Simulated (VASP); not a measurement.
Level of theory: PBE GGA, VASP's PBE PAW potentials (set 64) (plane waves; VASP).

VASP ran on this input.

### KPOINTS
```
Automatic mesh
0
Gamma
6 6 6
0 0 0
```

### INCAR
```
SYSTEM = CeO2
PREC = Accurate
ENCUT = 520
EDIFF = 1E-6
NELM = 100
ALGO = Normal
LREAL = .FALSE.
LASPH = .TRUE.
ISMEAR = 0
SIGMA = 0.05
GGA = PE
LMAXMIX = 6
LWAVE = .FALSE.
LCHARG = .FALSE.
ISIF = 2
```

POSCAR:
```
CeO2
1
    0.0000000000     2.7591000000     2.7591000000
    2.7591000000     0.0000000000     2.7591000000
    2.7591000000     2.7591000000     0.0000000000
Ce O
1 2
Direct
  0.0000000000   0.0000000000   0.0000000000
  0.2500000000   0.2500000000   0.2500000000
  0.7500000000   0.7500000000   0.7500000000
```

POTCAR, in this order: Ce O (PBE.64 set). Program: vasp_std.

What VASP printed:

**OSZICAR**
```
       N       E                     dE             d eps       ncg     rms          rms(c)
DAV:   1     0.229777716158E+03    0.22978E+03   -0.11420E+04   512   0.194E+03
DAV:   2     0.969356324402E+01   -0.22008E+03   -0.21315E+03   800   0.305E+02
DAV:   3    -0.303675404151E+02   -0.40061E+02   -0.36240E+02   688   0.152E+02
DAV:   4    -0.317728262086E+02   -0.14053E+01   -0.14052E+01   744   0.298E+01
DAV:   5    -0.318478764711E+02   -0.75050E-01   -0.75046E-01   856   0.640E+00    0.269E+01
DAV:   6    -0.307146277766E+02    0.11332E+01   -0.10730E+02   768   0.586E+01    0.331E+01
DAV:   7    -0.285279056034E+02    0.21867E+01   -0.24083E+02   840   0.134E+02    0.192E+01
DAV:   8    -0.279205287396E+02    0.60738E+00   -0.42604E+00   632   0.222E+01    0.136E+01
DAV:   9    -0.263791352687E+02    0.15414E+01   -0.64218E+00   752   0.208E+01    0.249E+00
DAV:  10    -0.263117804893E+02    0.67355E-01   -0.26037E-01   896   0.460E+00    0.182E+00
DAV:  11    -0.262663268426E+02    0.45454E-01   -0.65472E-02   736   0.246E+00    0.147E+00
DAV:  12    -0.262193986179E+02    0.46928E-01   -0.14050E-01   800   0.359E+00    0.714E-01
DAV:  13    -0.262207356832E+02   -0.13371E-02   -0.23480E-01   728   0.438E+00    0.105E+00
DAV:  14    -0.262134995883E+02    0.72361E-02   -0.11586E-01   824   0.307E+00    0.249E-01
DAV:  15    -0.262131867908E+02    0.31280E-03   -0.44744E-03   800   0.630E-01    0.610E-02
DAV:  16    -0.262134487096E+02   -0.26192E-03   -0.21517E-03   776   0.464E-01    0.172E-01
DAV:  17    -0.262131921629E+02    0.25655E-03   -0.33835E-03   696   0.540E-01    0.332E-02
DAV:  18    -0.262131880708E+02    0.40922E-05   -0.62661E-05   880   0.607E-02    0.256E-02
DAV:  19    -0.262131861663E+02    0.19044E-05   -0.48565E-06   648   0.170E-02    0.202E-02
DAV:  20    -0.262131797285E+02    0.64378E-05   -0.31386E-05   696   0.505E-02    0.515E-03
DAV:  21    -0.262131794434E+02    0.28506E-06   -0.32827E-06   520   0.158E-02
   1 F= -.26213179E+02 E0= -.26213179E+02  d E =-.146210E-11
```

File OUTCAR:
```
------------------------ aborting loop because EDIFF is reached ----------------------------------------
  FORCE on cell =-STRESS in cart. coord.  units (eV):
  Direction    XX          YY          ZZ          XY          YZ          ZX
  --------------------------------------------------------------------------------------
  Total       -1.2724618     -1.2724618     -1.2724618      0.0000000     -0.0000000      0.0000000
  in kB      -48.5314212    -48.5314212    -48.5314212      0.0000000     -0.0000000      0.0000000
  external PRESSURE =     -48.5314212 kB  Pullay stress =       0.0000000 kB
  volume of cell :       42.01
      direct lattice vectors                 reciprocal lattice vectors
     0.000000000  2.759100000  2.759100000    -0.181218513  0.181218513  0.181218513
     2.759100000  0.000000000  2.759100000     0.181218513 -0.181218513  0.181218513
     2.759100000  2.759100000  0.000000000     0.181218513  0.181218513 -0.181218513
 POSITION                                       TOTAL-FORCE (eV/Angst)
 -----------------------------------------------------------------------------------
      0.00000      0.00000      0.00000         0.000000      0.000000     -0.000000
      1.37955      1.37955      1.37955        -0.000000     -0.000000     -0.000000
      4.13865      4.13865      4.13865         0.000000      0.000000      0.000000
 -----------------------------------------------------------------------------------
    total drift:                                0.000000     -0.000000      0.000000
  FREE ENERGIE OF THE ION-ELECTRON SYSTEM (eV)
  ---------------------------------------------------
  free  energy   TOTEN  =       -26.2131794434 eV

  energy  without entropy=      -26.2131794434  energy(sigma->0) =      -26.21317944
```
(Selected blocks of OUTCAR.)

The compound is CeO2 in the fluorite structure. The cell was not relaxed at this level. The run is not spin-polarised, so no magnetic state was tried.
